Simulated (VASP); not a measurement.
Consider the following.

```
CELL_PARAMETERS angstrom
      5.93133     0.00000     0.00000
      0.00000     5.93133     0.00000
      0.00000     0.00000     5.93133
ATOMIC_POSITIONS crystal
  Na 0.00000 0.00000 0.00000
  Na 0.50000 0.50000 0.00000
  Na 0.50000 0.00000 0.50000
  Na 0.00000 0.50000 0.50000
  Cl 0.50000 0.50000 0.50000
  Br 0.00000 0.00000 0.50000
  Br 0.00000 0.50000 0.00000
  Br 0.50000 0.00000 0.00000
```

Level of theory: HSE06 screened hybrid, VASP's PBE PAW potentials (set 64) (plane waves; VASP). Settings: 400 eV cut-off, 4×4×4 Γ-centred mesh, Gaussian smearing of 0.050 eV, potentials Na_pv Cl Br.

**Question.** What does the run give for the energy per atom (σ→0), band gap (over the mesh, the named points and PBE's band edges) with the smallest direct gap where there is one?

**Answer.** 
band gap (over the mesh, the named points and PBE's band edges): 5.55 eV
smallest direct gap (over the mesh, the named points and PBE's band edges): 5.55 eV
energy per atom (σ→0): -352.2 kJ/mol-atom

The structure was generated: Na4Br3Cl was put into an ordered model structure (Pm-3m), which need not be its known phase. It was relaxed first.
